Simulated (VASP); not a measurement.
Calculation: optB88-vdW, VASP's PBE PAW potentials (set 64) (plane waves; VASP).

A VASP calculation is set up with these files.

KPOINTS:
```
Automatic
0
G
10 10 7
0 0 0
```

POSCAR:
```
PtSe2
1
    1.8989204522    -3.2890269597     0.0000000000
    1.8989204522     3.2890269597     0.0000000000
    0.0000000000     0.0000000000     5.1161871542
Pt Se
1 2
Direct
  0.0000000000   0.0000000000   0.0000000000
  0.3333330000   0.6666670000   0.2558378764
  0.6666670000   0.3333330000   0.7441621236
```

**INCAR**
```
AGGAC  =  0.0
ALGO  =  Normal
EDIFF  =  1E-7
ENCUT  =  520
GGA  =  BO
ISIF  =  2
ISMEAR  =  -5
LASPH  =  .TRUE.
LCHARG  =  .TRUE.
LEFG  =  .TRUE.
LMAXMIX  =  6
LORBIT  =  11
LREAL  =  .FALSE.
LUSE_VDW  =  .TRUE.
LWAVE  =  .FALSE.
NEDOS  =  601
NELM  =  100
PARAM1  =  0.1833333333
PARAM2  =  0.22
PREC  =  Accurate
SYSTEM  =  PtSe2
```

POTCAR, in this order: Pt Se (PBE.64 set). Program: vasp_std.

Unless said otherwise, spin-orbit coupling is left out, though it shifts the bands of the heavy elements here.

Problem. Predict the energy per atom (σ→0), band gap (on the k-mesh).

Solution. 
| Quantity | Value |
|---|---|
| energy per atom (σ→0) | -2.791 eV/atom |
| band gap (on the k-mesh) | none (metal, semimetal or under 0.01 eV) |

OSZICAR:
```
...
DAV:  10    -0.837188990030E+01   -0.78949E-04   -0.14590E-03  2750   0.302E-01    0.397E-02
DAV:  11    -0.837198959266E+01   -0.99692E-04   -0.59863E-05  2904   0.819E-02    0.219E-02
DAV:  12    -0.837195388712E+01    0.35706E-04   -0.91428E-06  2484   0.261E-02    0.270E-03
DAV:  13    -0.837195292711E+01    0.96001E-06   -0.51291E-07  3212   0.523E-03    0.138E-03
DAV:  14    -0.837195145266E+01    0.14744E-05   -0.37597E-08  1347   0.196E-03    0.652E-04
DAV:  15    -0.837195097631E+01    0.47635E-06   -0.13636E-08  1277   0.102E-03    0.945E-05
DAV:  16    -0.837195093105E+01    0.45264E-07   -0.14257E-09  1284   0.322E-04
   1 F= -.83719509E+01 E0= -.83719509E+01  d E =0.000000E+00
```

The compound is PtSe2 in the 1T layered structure. It was relaxed first.
